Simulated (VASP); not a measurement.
Energy against volume of Fe (bcc). All values below come from PBE GGA with D3 dispersion (zero damping), VASP's PBE PAW potentials (set 64) (plane waves; VASP). Run with 520 eV cut-off, 18×18×18 Γ-centred mesh, first-order Methfessel-Paxton smearing of 0.10 eV, potentials Fe.

```tsv
V (Å³/atom)	E (eV/atom)
10.675	-8.54859
11.005	-8.55672
11.335	-8.55166
11.666	-8.53414
```

Problem. Fit these four points and predict the energy of the run at 10.345 Å³/atom.

Solution. A cubic in V^(−2/3), the third-order Birch-Murnaghan form, passes through the four points with V0 = 11.04 Å³/atom and B0 = 213 GPa, and gives -8.5265 eV/atom there. The run gave -8.5248 eV/atom, +1.7 meV/atom from the fit; all five points give B0 = 218 GPa.

The compound is Fe in the bcc structure. It was relaxed first, which changed the volume by -7 %.
